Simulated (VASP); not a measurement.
Consider the following.

```
CsI
1.0
    4.61367     0.00000     0.00000
    0.00000     4.61367     0.00000
    0.00000     0.00000     4.61367
Cs I
1 1
Direct
  0.00000   0.00000   0.00000
  0.50000   0.50000   0.50000
```

These are MS2 meta-GGA, VASP's PBE PAW potentials (set 64) (plane waves; VASP) values and carry that method's errors. Numerical set-up: 520 eV cut-off, 5×5×5 Γ-centred mesh, Gaussian smearing of 0.050 eV, potentials Cs_sv I.

Q: Estimate the energy per atom (σ→0).

A: 
```
Quantity                       Value
---------------------  -------------
energy per atom (σ→0)  2165 meV/atom
```

Only differences to runs with the same potentials and settings are physical.

The compound is CsI in the CsCl type structure. It was relaxed first. The start is the result of an earlier pass.
